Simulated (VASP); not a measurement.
Data:

```
CELL_PARAMETERS angstrom
      3.09829     0.00000     0.00000
     -1.54915     2.68320     0.00000
      0.00000     0.00000     4.72147
ATOMIC_POSITIONS crystal
  W  0.33333 0.66667 0.74633
  W  0.66667 0.33333 0.25367
  C  0.00000 0.00000 0.00000
```

The numbers are results of PBE GGA, VASP's PBE PAW potentials (set 64) (plane waves; VASP), not measurements. Settings: 400 eV cut-off, 12×12×7 Γ-centred mesh, Fermi-Dirac smearing of 0.10 eV, potentials W_sv C.

**Question.** Give the energies of bands 10 to 19 at the high-symmetry points, in eV from the Fermi level.

**Answer.** 
| band | Γ | M | K | A | L | H |
|---|---|---|---|---|---|---|
| 10 | -8.21 | -8.22 | -6.81 | -8.99 | -8.21 | -7.22 |
| 11 | -5.27 | -5.67 | -6.81 | -5.58 | -5.97 | -7.22 |
| 12 | -5.27 | -5.64 | -5.20 | -5.58 | -5.16 | -5.59 |
| 13 | -3.99 | -5.25 | -4.14 | -3.14 | -3.97 | -2.96 |
| 14 | -1.42 | -3.36 | -3.44 | -2.75 | -2.62 | -2.70 |
| 15 | -1.32 | -1.75 | -3.44 | -2.22 | -2.45 | -2.70 |
| 16 | -1.32 | 1.31 | 0.87 | -2.22 | -0.48 | -0.43 |
| 17 | -1.04 | 2.15 | 0.87 | 0.97 | 0.26 | 0.49 |
| 18 | -1.04 | 2.44 | 2.14 | 0.97 | 1.91 | 0.49 |
| 19 | 0.53 | 2.88 | 2.16 | 1.55 | 2.44 | 3.21 |

It has no gap at this level: it comes out as a metal or semimetal.

The structure comes from a computed database's W2C entry; how it stands against other phases isn't given here. The cell was not relaxed at this level.
